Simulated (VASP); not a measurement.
Elastic constants (GPa) of a crystal from PBEsol GGA, VASP's PBE PAW potentials (set 64) in VASP:

```csv
,xx,yy,zz,yz,xz,xy
xx,320.6,185.9,185.9,0.0,0.0,0.0
yy,185.9,320.6,185.9,0.0,0.0,0.0
zz,185.9,185.9,320.6,0.0,0.0,0.0
yz,0.0,0.0,0.0,150.3,0.0,0.0
xz,0.0,0.0,0.0,0.0,150.3,0.0
xy,0.0,0.0,0.0,0.0,0.0,150.3
```

Finite-difference elastic constants of metals are sensitive to mesh and smearing; shear constants can be off by tens of GPa.

Problem. Work out the Voigt, Reuss and Hill moduli, Young's modulus and Poisson's ratio.

Solution. All eigenvalues are positive (smallest 134.7 GPa), so the crystal is stable. K_V = (C11+C22+C33+2(C12+C13+C23))/9 = (961.8 + 2×557.7)/9 = 230.8 GPa; G_V = (961.8 − 557.7 + 3×450.9)/15 = 117.1 GPa. From the compliances, K_R = 230.8 GPa and G_R = 100.7 GPa. Hill: K = 230.8 GPa, G = 108.9 GPa, E = 9KG/(3K+G) = 282.3 GPa, ν = (3K−2G)/(2(3K+G)) = 0.296. K/G = 2.12, above Pugh's 1.75; universal anisotropy A^U = 0.82.

Problem. With a density of 9.43 g/cm³, what are the mean sound speeds?

Solution. v_l = √((K+4G/3)/ρ) = 6.31 km/s and v_t = √(G/ρ) = 3.40 km/s. The crystal is Ni (fcc), cubic.

The compound is Ni in the fcc structure. It was relaxed first, which changed the volume by -5 %.
